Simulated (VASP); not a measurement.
A convergence study with VASP on GaAs (zinc blende): one setting is varied, all else stays as given below, so the limit is that of these other settings.

```yaml
crystal:
  lattice:
    - [0.00000, 2.82500, 2.82500]
    - [2.82500, 0.00000, 2.82500]
    - [2.82500, 2.82500, 0.00000]
  atoms:
    - { symbol: Ga, position: [0.00000, 0.00000, 0.00000] }
    - { symbol: As, position: [0.25000, 0.25000, 0.25000] }
```

Method: LDA (Ceperley-Alder, Perdew-Zunger), VASP's LDA PAW potentials (set 64) (plane waves; VASP). The tightest run used: 550 eV cut-off, 17×17×17 Γ-centred mesh, tetrahedra with Blöchl corrections, potentials Ga_d As.

Gaps are read on the run's mesh, which can miss a band edge.

Task: The settings run are 3×3×3 mesh; 4×4×4 mesh; 5×5×5 mesh; 6×6×6 mesh; 7×7×7 mesh; 8×8×8 mesh; 9×9×9 mesh; 10×10×10 mesh; 11×11×11 mesh; 12×12×12 mesh; 13×13×13 mesh; 14×14×14 mesh; 15×15×15 mesh; 16×16×16 mesh; 17×17×17 mesh. From which on does the energy per atom stay within 0.005 eV/atom of the tightest run?

Result: From 8×8×8 mesh on: it is off by 0.0029 there and by no more than 0.005 in any finer run, while 7×7×7 mesh is off by 0.0062.
```tsv
setting	E (eV/atom)	pressure (GPa)	gap on the mesh (eV)	irreducible k-points	difference judged (eV/atom)
3×3×3 mesh	-4.5109	-0.34	0.300	4	0.3083
4×4×4 mesh	-4.7234	-1.25	0.327	8	0.0958
5×5×5 mesh	-4.7846	-1.47	0.338	10	0.0346
6×6×6 mesh	-4.8052	-1.51	0.343	16	0.0140
7×7×7 mesh	-4.8130	-1.50	0.345	20	0.0062
8×8×8 mesh	-4.8163	-1.49	0.346	29	0.0029
9×9×9 mesh	-4.8177	-1.48	0.346	35	0.0015
10×10×10 mesh	-4.8184	-1.47	0.347	47	0.0008
11×11×11 mesh	-4.8188	-1.46	0.347	56	0.0004
12×12×12 mesh	-4.8190	-1.46	0.347	72	0.0002
13×13×13 mesh	-4.8191	-1.46	0.347	84	0.0001
14×14×14 mesh	-4.8191	-1.45	0.347	104	0.0001
15×15×15 mesh	-4.8192	-1.45	0.347	120	0.0000
16×16×16 mesh	-4.8192	-1.45	0.347	145	0.0000
17×17×17 mesh	-4.8192	-1.45	0.347	165	0.0000
```

Left out are rungs that failed or repeat a setting and relaxations that didn't move; long series are thinned to 24 rows.

The compound is GaAs in the zinc blende structure. The cell was not relaxed at this level.
